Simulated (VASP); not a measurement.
Given:

```
Mg2Sn
1.0
    0.00000     3.40396     3.40396
    3.40396     0.00000     3.40396
    3.40396     3.40396     0.00000
Mg Sn
2 1
Direct
  0.25000   0.25000   0.25000
  0.75000   0.75000   0.75000
  0.00000   0.00000   0.00000
```

Computed with PBEsol GGA, VASP's PBE PAW potentials (set 64) (plane waves; VASP). Settings: 520 eV cut-off, 9×9×9 Γ-centred mesh, first-order Methfessel-Paxton smearing of 0.10 eV, potentials Mg Sn_d.

Unless said otherwise, spin-orbit coupling is left out, though it shifts the bands of the heavy elements here.

Predict the energy per atom (σ→0), pressure, band gap (on the k-mesh) with the smallest direct gap where there is one.

The band gap (on the k-mesh) is none (metal, semimetal or under 0.01 eV). The energy per atom (σ→0) is -2.774 eV/atom. The pressure is -1.24 GPa.

Only differences to runs with the same potentials and settings are physical.

The compound is Mg2Sn in the antifluorite structure. This cell is one point of a volume scan, at 1.03 of the reference volume.
